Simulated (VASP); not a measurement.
A convergence study with VASP on BaZrO3 (cubic perovskite): one setting is varied, all else stays as given below, so the limit is that of these other settings. ε∞ is the independent-particle value.

```
CELL_PARAMETERS angstrom
      4.19000     0.00000     0.00000
      0.00000     4.19000     0.00000
      0.00000     0.00000     4.19000
ATOMIC_POSITIONS crystal
  Ba 0.00000 0.00000 0.00000
  Zr 0.50000 0.50000 0.50000
  O  0.50000 0.00000 0.50000
  O  0.00000 0.50000 0.50000
  O  0.50000 0.50000 0.00000
```

Computed with PBE GGA, VASP's PBE PAW potentials (set 64) (plane waves; VASP 6.6.1). The tightest run used: 700 eV cut-off, 4×4×4 Γ-centred mesh, Gaussian smearing of 0.050 eV, potentials Ba_sv Zr_sv O.

```json
[
 {"setting": "NBANDS = 21", "mean ε∞": "1.78", "bands": "21"},
 {"setting": "NBANDS = 22", "mean ε∞": "2.22", "bands": "22"},
 {"setting": "NBANDS = 24", "mean ε∞": "2.94", "bands": "24"},
 {"setting": "NBANDS = 28", "mean ε∞": "4.28", "bands": "28"}
]
```

Task: These are the cheaper rows. Estimate the results at NBANDS = 148, and how far the last row shown lies from them.

Result: 
| quantity | tightest run | last row shown is off by |
|---|---|---|
| mean ε∞ | 5.10 | -0.81 |

Left out are rungs that failed or repeat a setting and relaxations that didn't move; long series are thinned to 24 rows.

The compound is BaZrO3 in the cubic perovskite structure. The cell was not relaxed at this level.
